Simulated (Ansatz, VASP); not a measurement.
**Au (Gold) in two plane-wave programs**

Wanted: the spread between two codes on one cell, functional and k mesh. The cell is taken from a series of runs on this material, whose earlier steps may have relaxed, scaled, displaced or heated it; both programs get it as it stands.

Method: plane waves, with VASP 6.6.1 beside it; relaxation of cell and atoms at PBE, in Ansatz 0.2.0.

## (1) Starting point

Symmetry: Fm-3m, No. 225, cubic system. Conventional cell: a = 4.166 Å, b = 4.166 Å, c = 4.166 Å, α = 90.00°, β = 90.00°, γ = 90.00°. Nearest to Au lie 12 Au at 2.95 Å.

## (2) VASP: relaxation of cell and atoms, PBE

The relaxed volume is the usual yardstick between codes: in a stiff, nearly cubic crystal its relative difference is about their pressure difference at one cell divided by the bulk modulus.

Lines of VASP's logs that name or quote its potential files are left out, and so is its time.

File INCAR:

```
SYSTEM = Au
PREC = Accurate
ENCUT = 500
EDIFF = 1E-07
NELM = 120
ISMEAR = 0
SIGMA = 0.1
LREAL = .FALSE.
ALGO = Normal
GGA = PE
NBANDS = 11
LASPH = .TRUE.
LORBIT = 11
LWAVE = .FALSE.
LCHARG = .FALSE.
ISIF = 3
IBRION = 2
NSW = 80
EDIFFG = -0.005
GGA_COMPAT = .FALSE.
NELMIN = 4
```

File POSCAR:

```
Au
1.0
    0.0000000000      2.0830630000      2.0830630000
    2.0830630000      0.0000000000      2.0830630000
    2.0830630000      2.0830630000      0.0000000000
Au
1
Direct
    0.0000000000      0.0000000000      0.0000000000
```

File KPOINTS:

```
Automatic mesh
0
Gamma
12 12 12
0 0 0
```

The projector-augmented-wave data sets are Au (PBE family, release 64).

Started as:

```sh
$ mpirun -np 1 vasp_std
```

Numbers of over 12 decimals in the logs are rounded to 6 here.

Log:

```text
[banner, memory and clock lines left out]
running    1 mpi-ranks, on    1 nodes
 distrk:  each k-point on    1 cores,    1 groups
 distr:  one band on    1 cores,    1 groups

 POSCAR found type information on POSCAR Au
 POSCAR found :  1 types and       1 ions
 LDA part: xc-table for (Slater+PW92), standard interpolation
 POSCAR, INCAR and KPOINTS ok, starting setup
 FFT: planning ... GRIDC
 FFT: planning ... GRID_SOFT
 FFT: planning ... GRID
 WAVECAR not read
 entering main loop
       N       E                     dE             d eps       ncg     rms          rms(c)
DAV:   1     0.473610509419E+02    0.47361E+02   -0.54869E+03  1688   0.857E+02
DAV:   2    -0.290927934404E+01   -0.50270E+02   -0.47772E+02  1782   0.189E+02
DAV:   3    -0.347364000002E+01   -0.56436E+00   -0.56386E+00  1821   0.201E+01
DAV:   4    -0.347546957358E+01   -0.18296E-02   -0.18294E-02  1764   0.130E+00
DAV:   5    -0.347548355069E+01   -0.13977E-04   -0.13978E-04  1803   0.112E-01    0.783E+00
DAV:   6    -0.322917328741E+01    0.24631E+00   -0.74854E-01  1701   0.729E+00    0.515E+00
DAV:   7    -0.321446571053E+01    0.14708E-01   -0.53246E-02  1773   0.195E+00    0.263E+00
DAV:   8    -0.321264536163E+01    0.18203E-02   -0.12000E-03  1718   0.309E-01    0.228E-01
DAV:   9    -0.321263253411E+01    0.12828E-04   -0.10457E-05  1770   0.298E-02    0.167E-02
DAV:  10    -0.321263872922E+01   -0.61951E-05   -0.32126E-06  1740   0.188E-02    0.377E-03
DAV:  11    -0.321263863354E+01    0.95679E-07   -0.65662E-08  1460   0.209E-03
   1 F= -.32126386E+01 E0= -.32117139E+01  d E =-.321264E+01
 curvature:   0.00 expect dE= 0.000E+00 dE for cont linesearch  0.000E+00
 trial: gam= 0.00000 g(F)=  0.106E-62 g(S)=  0.139E-02 ort = 0.000E+00 (trialstep = 0.100E+01)
 search vector abs. value=  0.139E-02
 bond charge predicted
       N       E                     dE             d eps       ncg     rms          rms(c)
DAV:   1    -0.323870478911E+01   -0.26066E-01   -0.47005E-01  1656   0.664E+00    0.972E-01
DAV:   2    -0.321337877405E+01    0.25326E-01   -0.79240E-02  1635   0.232E+00    0.360E-01
DAV:   3    -0.321249222602E+01    0.88655E-03   -0.38555E-03  1749   0.495E-01    0.276E-01
DAV:   4    -0.321251637765E+01   -0.24152E-04   -0.19431E-04  1665   0.104E-01    0.230E-02
DAV:   5    -0.321251465478E+01    0.17229E-05   -0.28573E-06  1776   0.157E-02    0.339E-03
DAV:   6    -0.321251547119E+01   -0.81641E-06   -0.19773E-07  1725   0.339E-03    0.595E-04
DAV:   7    -0.321251549184E+01   -0.20650E-07   -0.41552E-09   891   0.540E-04
   2 F= -.32125155E+01 E0= -.32115674E+01  d E =0.123142E-03
 trial-energy change:    0.000123  1 .order    0.000150   -0.001388    0.001688
 step:   0.4643(harm=  0.4511)  dis= 0.00000  next Energy=    -3.212964 (dE=-0.325E-03)
 bond charge predicted
       N       E                     dE             d eps       ncg     rms          rms(c)
DAV:   1    -0.322045423061E+01   -0.79388E-02   -0.13501E-01  1656   0.357E+00    0.527E-01
DAV:   2    -0.321323814442E+01    0.72161E-02   -0.22453E-02  1632   0.124E+00    0.210E-01
DAV:   3    -0.321296950373E+01    0.26864E-03   -0.11359E-03  1749   0.270E-01    0.160E-01
DAV:   4    -0.321296465768E+01    0.48460E-05   -0.48709E-05  1656   0.531E-02    0.245E-03
DAV:   5    -0.321296478073E+01   -0.12305E-06   -0.11005E-06  1797   0.843E-03    0.991E-04
DAV:   6    -0.321296476969E+01    0.11042E-07   -0.85412E-08  1665   0.238E-03
   3 F= -.32129648E+01 E0= -.32120282E+01  d E =-.326136E-03
 curvature:  -0.23 expect dE=-0.469E-07 dE for cont linesearch -0.469E-07
 trial: gam= 0.00000 g(F)=  0.261E-69 g(S)=  0.208E-06 ort =-0.170E-04 (trialstep = 0.893E+00)
 search vector abs. value=  0.208E-06
 reached required accuracy - stopping structural energy minimisation
```

From OUTCAR (step 2):

```text
ion  position               nearest neighbor table
   1  0.000  0.000  0.000-

  LATTYP: Found a face centered cubic cell.
 ALAT       =     4.1661260000

 Subroutine GETGRP returns: Found 48 space group operations
 (whereof 48 operations were pure point group operations)

The static configuration has the point symmetry O_h .

 Found     72 irreducible k-points:

   k-points           NKPTS =     72   k-points in BZ     NKDIM =     72   number of bands    NBANDS=     11

   dimension x,y,z NGX =    24 NGY =   24 NGZ =   24
   dimension x,y,z NGXF=    48 NGYF=   48 NGZF=   48

   ENCUT  =  500.0 eV  36.75 Ry    6.06 a.u.   5.37  5.37  5.37*2*pi/ulx,y,z

   NELECT =      11.0000    total number of electrons

 k-points in reciprocal lattice and weights: Automatic mesh
   0.00000000  0.00000000  0.00000000       0.001
   0.08333333  0.00000000  0.00000000       0.005
   0.16666667  0.00000000  0.00000000       0.005
   0.25000000  0.00000000  0.00000000       0.005
   0.33333333  0.00000000  0.00000000       0.005
   0.41666667  0.00000000  0.00000000       0.005
   0.50000000  0.00000000  0.00000000       0.002
   0.08333333  0.08333333  0.00000000       0.003
   0.16666667  0.08333333  0.00000000       0.014
[...]
-0.33333333  0.50000000  0.16666667       0.007
  -0.25000000  0.50000000  0.25000000       0.003

 average (electrostatic) potential at core
       1 -64.8045

 E-fermi :   8.5669

 k-point     1 :       0.0000    0.0000    0.0000
  band No.  band energies     occupation
    ...
      2       4.2051      2.00000
      3       4.2051      2.00000
      4       4.2051      2.00000
      5       5.5858      2.00000
      6       5.5858      2.00000
      7      23.2051      0.00000
      8      26.9032      0.00000
      9      26.9032      0.00000
     10      26.9032      0.00000
     11      31.6429      0.00000

 k-point     2 :       0.0833    0.0000    0.0000
  band No.  band energies     occupation
    ...
      2       4.1369      2.00000
      3       4.2796      2.00000
      4       4.2796      2.00000
      5       5.5550      2.00000
      6       5.5550      2.00000
      7      23.4362      0.00000
      8      25.4862      0.00000
      9      27.1496      0.00000
     10      27.1496      0.00000
     11      32.3058      0.00000

 k-point     3 :       0.1667    0.0000    0.0000
  band No.  band energies     occupation
    ...
      2       4.0106      2.00000
      3       4.4302      2.00000
      4       4.4302      2.00000
      5       5.5415      2.00000
      6       5.5415      2.00000
      7      22.5242      0.00000
      8      24.2219      0.00000
      9      27.7466      0.00000
     10      27.7466      0.00000
     11      30.4705      0.00000

  Total        0.0011985      0.0011985      0.0011985      0.0000000      0.0000000      0.0000000
  in kB        0.1069265      0.1069265      0.1069265      0.0000000      0.0000000      0.0000000
  external PRESSURE =       0.1069265 kB  Pullay stress =       0.0000000 kB

  energy-cutoff  :      500.00
  volume of cell :       17.96
      direct lattice vectors                 reciprocal lattice vectors
    -0.000000000  2.078493855  2.078493855    -0.240558806  0.240558806  0.240558806
     2.078493855 -0.000000000  2.078493855     0.240558806 -0.240558806  0.240558806
     2.078493855  2.078493855 -0.000000000     0.240558806  0.240558806 -0.240558806

 POSITION                                       TOTAL-FORCE (eV/Angst)
 -----------------------------------------------------------------------------------
      0.00000      0.00000      0.00000         0.000000      0.000000     -0.000000
 -----------------------------------------------------------------------------------
    total drift:                               -0.000000      0.000000      0.000000

  FREE ENERGIE OF THE ION-ELECTRON SYSTEM (eV)
  ---------------------------------------------------
  free  energy   TOTEN  =        -3.2129647697 eV

  energy  without entropy=       -3.2110915643  energy(sigma->0) =       -3.21202817

 reached required accuracy - stopping structural energy minimisation

 total charge
# of ion       s       p       d       tot
------------------------------------------
    1        0.523   0.315   8.760   9.599

[... 3 further parts left out ...]
```

CONTCAR:

```
Au
   1.00000000000000
    -0.0000000000000000    2.0784938546782015    2.0784938546782015
     2.0784938546782015   -0.0000000000000000    2.0784938546782015
     2.0784938546782015    2.0784938546782015   -0.0000000000000000
  Au
     1
Direct
     0.0000000000000000    0.0000000000000000    0.0000000000000000
```

## (3) Ansatz: relaxation of cell and atoms, PBE

Ansatz runs on its default PAW (the set named soft_2) files.

The same cell, functional, mesh and smearing now go to Ansatz, which takes its cutoff from its data sets.

File input.yaml:

```yaml
crystal:
  lattice:
    - [0.0, 2.0830626658, 2.0830626658]
    - [2.0830626658, 0.0, 2.0830626658]
    - [2.0830626658, 2.0830626658, 0.0]
  atoms:
    - { symbol: Au, position: [0.0, 0.0, 0.0] }
kpoints:
  mp_grid: { grid: [12, 12, 12] }
hamiltonian:
  xc: pbe
scf:
  occupations: { method: gaussian, width: 0.1 }
output:
  forces: true
  stress: true
  eigenvalues: true
relax:
  adjacent_minimum: "off"
  f_tol: 0.005
  max_steps: 80
  cell: { stress_tol: 0.05 }
```

Started as:

```sh
$ ansatz run input.yaml --threads 4 --pin off --max-ram 10240MiB --backend cpu --events-out ev --progress --plain --runs-dir out
```

Log:

```text
Engine: ansatz 0.2.0, x86_64-unknown-linux-gnu
Pseudopotentials: kind: paw
Pseudopotential: Au, paw, valence charge 19, recommended cutoff 420 eV (normal), Au.paw.azcp
Functional definition: PBE
  parameter kappa = 0.804
  parameter beta = 0.066725
  exchange = pbe_x(kappa = kappa, mu = beta*pi^2/3)
  correlation = pbe_c(beta = beta)
Crystal: 1 atoms, lattice volume = 18.077 Å³
Basis set: ecut = 420 eV, 339 PW (Γ), exchange–correlation on 40×40×40 points (8 copies of the dense FFT grid, shifted against one another)
Bands: 14, of which v1, the nominal top of the filled ones, is band 10 counted from 1 (9 counted from 0)
Symmetry: 48 space group operations
Space group: Fm-3m (ITA 225), of the structure as read, at distance tolerance 2.6e-5 Å
k-points: 72 of 1728
Non-local potential: Au, projectors of the file, l = 0: 3, l = 1: 2, l = 2: 2, l = 3: 1
PAW form: soft (Blöchl's): semilocal exchange-correlation on the pseudo side does not see the compensation charge
PAW one-centre angular grid: Au, 590 points (default); XC on 64 Gauss nodes
Initial density: superposition of atomic densities (neutral atoms: chi_scale 0, normalization atom), corrected by the library's trained network
Initial wavefunctions: pseudopotential atomic-orbital guess
Functional: x = pbe(κ = 0.804, μ = 0.219515), c = pbe(β = 0.066725)
SCF iter   1: F=—  HF=-13149.319267 eV  |F-HF|=—  |Δ(HF+E_count)|=         —  Δρ=1.41e-3  dr2=4.95e-5  ethr=1.77e-3  ⟨swp⟩=4.7  Hψ=5037  notcnv=0
preconditioner: auto → none  [insulator: Δε(μ)=0.110 eV  Ē_g=15.429 eV  σ=0.100 eV  W_gap=0.52  n_scr=8 (ndim 8)  ℏωp=29.0 eV  f_vac=0.000  D(μ)=0.38/eV (n_scr^D=0)  ε∞_Penn≈4.5]
SCF iter   2: F=—  HF=-13149.319674 eV  |F-HF|=—  |Δ(HF+E_count)|=   4.07e-4  Δρ=7.24e-4  dr2=1.30e-5  ethr=2.60e-7  ⟨swp⟩=2.1  Hψ=2278  notcnv=0
SCF iter   3: F=—  HF=-13149.319745 eV  |F-HF|=—  |Δ(HF+E_count)|=   7.11e-5  Δρ=1.11e-4  dr2=2.18e-6  ethr=6.86e-8  ⟨swp⟩=2.0  Hψ=1384  notcnv=0
iter 4 did not close the SCF: its close was put off for the readings that it lacked (scf_convergence_deferred on its scf_iter line)
SCF iter   4: F=-13149.319744 eV  HF=-13149.319744 eV  |F-HF|=9.90e-9  |Δ(HF+E_count)|=   5.85e-7  Δρ=1.50e-5  dr2=1.24e-8  ethr=1.15e-8  ⟨swp⟩=2.1  Hψ=1362  notcnv=0
iter 5 did not close the SCF: its close was put off for the readings that it lacked (scf_convergence_deferred on its scf_iter line)
SCF iter   5: F=-13149.319744 eV  HF=-13149.319744 eV  |F-HF|=6.62e-10  |Δ(HF+E_count)|=   1.19e-8  Δρ=3.77e-6  dr2=5.85e-10  ethr=6.52e-11  ⟨swp⟩=2.5  Hψ=1520  notcnv=0
SCF iter   6: F=-13149.319744 eV  HF=-13149.319744 eV  |F-HF|=1.82e-12  |Δ(HF+E_count)|=  7.19e-10  Δρ=3.96e-7  dr2=1.01e-11  ethr=3.08e-12  ⟨swp⟩=2.1  Hψ=2960  notcnv=0
SCF 1 converged in 6 iterations: F = -13149.319744 eV  dr2 = 1.01e-11
  greatest PAW one-centre occupation: 1.000 electrons in one spin orbital (limit 2), on the Au atom at site 0 (counted from 0), in its partial waves of l = 0
relax step   1: F+E_penalty+E_count = -13149.31974444 eV  Δ(F+E_penalty+E_count) = +0.000e0 eV  max|allowed force component| = 0.000e0 eV/Å  Δτ_max = 0.0000 Å  P = -0.669 GPa  Ω = 18.077 Å³  (6 SCF iters, dr2 threshold 1.00e-7 eV, accepted)
[...]
relax step   2: F+E_penalty+E_count = -13149.31953198 eV  Δ(F+E_penalty+E_count) = +2.125e-4 eV  max|allowed force component| = 0.000e0 eV/Å  Δτ_max = 0.0000 Å  P = +1.096 GPa  Ω = 17.846 Å³  energy of the carried Pulay correction = +7.650e-5 eV  (4 SCF iters, dr2 threshold 1.00e-7 eV, rejected (line search))
[...]
relax step   3: F+E_penalty+E_count = -13149.31996269 eV  Δ(F+E_penalty+E_count) = -2.183e-4 eV  max|allowed force component| = 0.000e0 eV/Å  Δτ_max = 0.0000 Å  P = -0.013 GPa  Ω = 17.989 Å³  energy of the carried Pulay correction = +2.912e-5 eV  (6 SCF iters, accepted)
[...]
relax step   4: F+E_penalty+E_count = -13149.31993435 eV  Δ(F+E_penalty+E_count) = +2.834e-5 eV  max|allowed force component| = 0.000e0 eV/Å  Δτ_max = 0.0000 Å  P = -0.012 GPa  Ω = 17.989 Å³  stress off target by 1.25e-2 GPa  SCF on the basis re-selected at this cell (its energy is not comparable with the rows above)  (4 SCF iters)
basis re-selected at this cell: Δ(F+E_penalty+E_count) = +2.834e-5 eV, ΔP = +0.001 GPa vs the last step (what re-selecting the basis moved, of the pressure what is left beyond the Pulay correction that the steps carried, after the strain that the cell walked since its last selection, with what the two solves' SCF thresholds leave and, on support functions, any second-order correction that the steps lacked; it is no measure of the basis error at this ecutwfc). This SCF's stress stands 1.25e-2 GPa from its target on what of the cell is left free (relax.cell.stress_tol is 5.00e-2 GPa) and its largest allowed force component is 0.00e0 eV/Å (relax.f_tol is 5.00e-3 eV/Å): [rest of the remark cut]
SCF converged after 4 iterations
Free energy (F): -13149.319934 eV
Harris-Foulkes:  -13149.319934 eV  (|F-HF|=1.09e-11)
Internal energy: -13149.318035 eV  (E = F + TS)
E sigma→0 (E₀):  -13149.318985 eV
Entropy (-TS):   -0.001899 eV (-1.899 meV/atom)
Fermi energy:    19.130921 eV
--- Per-component energies (eV) ---
  E_band       = -230.065941
  E_kinetic    = 604.107079
  E_local      = -1784.510626  (includes V_loc(G=0)·N_el)
  E_nonlocal   = 74.392333
  E_hartree    = 756.152226
  E_xc         = -227.650035
  E_vxc        = -274.742447  (∫ρ·V_xc dr)
  E_paw        = -9706.762371  (= ΣΔE_a)
  E_vpaw       = -361.618087  (= ΣTr[D̂ρ^β])
  E_aug_tail   = 0.001384  (compensation charges beyond the density's cutoff)
  E_ewald      = -2865.048026
  E_smearing   = -0.001899  (= −TS)
  E_closure    = -0.000000  (closes the sum)
  Σ components = -13149.319934   (vs F -13149.319934, Δ=0.00e0)
--- Forces (eV/Å), atoms counted from 1 ---
  atom   1  Au     0.00000000     0.00000000    -0.00000000
  max |Σ_I F_I| component: 1.15e-31 eV/Å
--- Stress (GPa, compression-positive) ---
       -0.012472      -0.000000      -0.000000
       -0.000000      -0.012472      -0.000000
       -0.000000      -0.000000      -0.012472
  P = ⅓ Tr σ = -0.0125 GPa (-0.125 kbar)
--- Band table (eV; the first three rows and the last of 72) ---
  k-point 0: bands = [... 6 lower, 14.7769, 14.7769, 16.1590, 16.1590, 33.7183, 37.4107, 37.4107, 37.4107]
  k-point 1: bands = [... 6 lower, 14.8515, 14.8515, 16.1282, 16.1282, 33.9475, 36.0059, 37.6559, 37.6559]
  k-point 2: bands = [... 6 lower, 15.0023, 15.0023, 16.1149, 16.1149, 33.0606, 34.7291, 38.2527, 38.2527]
  k-point 71: bands = [... 6 lower, 14.3624, 16.0351, 17.5502, 23.6306, 25.3144, 25.3144, 28.2833, 41.2760]
--- Relaxed structure (3 steps of the walk, 2 accepted, 1 SCFs on fresh bases) ---
  F+E_penalty+E_count = -13149.31993435 eV   max|allowed force component| = 0.000e0 eV/Å   (the final SCF, on the basis selected at the relaxed cell)
  cell:  # Å, volume = 17.9891 Å³
    - [0, 2.079665, 2.079665]
    - [2.079665, 0, 2.079665]
    - [2.079665, 2.079665, 0]
  atoms:
    - { symbol: Au, position: [0.0, 0.0, 0.0] }
```

In the SCF lines HF is the Harris–Foulkes energy and dr2 the Hartree energy of the density residual, in eV; the loop may stop once dr2 is under the threshold and the program's other checks hold. Hψ counts applications of the Hamiltonian.

## (4) Differences

Known differences besides the potentials themselves: the data sets hold 19 valence electrons in Ansatz (on its default PAW (the set named soft_2) files) and 11 in VASP; the cutoff is 420 eV in Ansatz and 500 eV in VASP; Ansatz adds a Pulay correction to the stress that steers its cell, VASP none. Total energies have different zeros and are not compared.

Both answers:

| quantity | Ansatz | VASP | difference |
| --- | --- | --- | --- |
| volume (Å³) | 17.99 | 17.96 | +0.17 % |
| edge a after relaxation, in the typed setting (Å) | 2.941 | 2.939 | +0.06 % |

## (5) Outcome

```
difference in volume (relaxation of cell and atoms, PBE) : 0.17 %
```

What this shows: The difference in volume is 0.17 % (relaxation of cell and atoms, PBE), within the 1.2 % picked in this series as the mark of a large difference, as far as the stopping tolerances let one tell. The data sets hold unlike numbers of valence electrons (19 in Ansatz and 11 in VASP), so part of the differences comes from the potentials. How closely two codes agree says nothing of how well the functional describes the real material.

[Lines on the potential files, build, host, timing and source positions are cut from VASP's logs without a mark.]

[Logs are printed without paths, hosts, clocks, repeated set-up lines and the standing remarks that a program may print on its own settings, such as how far it seeks lower states.]

[Hosts, paths, dates, database ids (printed as entryN), source tags and the programs' standing remarks are cut or masked in the printed files.]
